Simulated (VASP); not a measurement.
Input for VASP

**KPOINTS**
```
Automatic mesh
0
Gamma
6 6 6
0 0 0
```

File POSCAR:
```
BaF2
1
    0.0000000000     3.0505241950     3.0505241950
    3.0505241950     0.0000000000     3.0505241950
    3.0505241950     3.0505241950     0.0000000000
Ba F
1 2
Direct
  0.0000000000   0.0000000000   0.0000000000
  0.2500000000   0.2500000000   0.2500000000
  0.7500000000   0.7500000000   0.7500000000
```

### INCAR
```
SYSTEM = BaF2
PREC = Accurate; ENCUT = 520; LREAL = .False.
LASPH = .True.
EDIFF = 1E-7; NELM = 100; ALGO = Normal
LMAXMIX = 4
ISMEAR = 0; SIGMA = 0.05
GGA = MK; LUSE_VDW = .True.; AGGAC = 0.0
PARAM1 = 0.1234568; PARAM2 = 0.7114; ZAB_VDW = -1.8867
ISIF = 2
LWAVE = .False.; LCHARG = .False.
```

POTCAR, in this order: Ba_sv F (PBE.64 set). Program: vasp_std.

Question: Translate this rev-vdW-DF2 calculation to Quantum ESPRESSO's pw.x.

Answer: One equivalent input (not run):
```
&CONTROL
  calculation = 'scf'
  pseudo_dir = './pseudo'
  outdir = './out'
  tprnfor = .true.
  tstress = .true.
/
&SYSTEM
  ibrav = 0
  nat = 3
  ntyp = 2
  ecutwfc = 84
  occupations = 'smearing'
  smearing = 'gaussian'
  degauss = 0.003675
  input_dft = 'vdw-df2-b86r'
/
&ELECTRONS
  conv_thr = 7.3e-09
  electron_maxstep = 100
/
ATOMIC_SPECIES
  Ba 137.327 Ba.upf
  F 18.998 F.upf
CELL_PARAMETERS angstrom
     0.0000000    3.0505242    3.0505242
     3.0505242    0.0000000    3.0505242
     3.0505242    3.0505242    0.0000000
ATOMIC_POSITIONS crystal
  Ba   0.0000000  0.0000000  0.0000000
  F    0.2500000  0.2500000  0.2500000
  F    0.7500000  0.7500000  0.7500000
K_POINTS automatic
  6 6 6 0 0 0
```
The two are equivalent in intent, not identical: the potentials are each code's own (VASP's PAW set, PseudoDojo norm-conserving files in pw.x), so ENCUT and ecutwfc are chosen apart and not converted; conv_thr bounds pw.x's estimated SCF error, while EDIFF bounds the energy change between steps.

The compound is BaF2 in the fluorite structure. This cell is one point of a volume scan, at 0.94 of the reference volume.
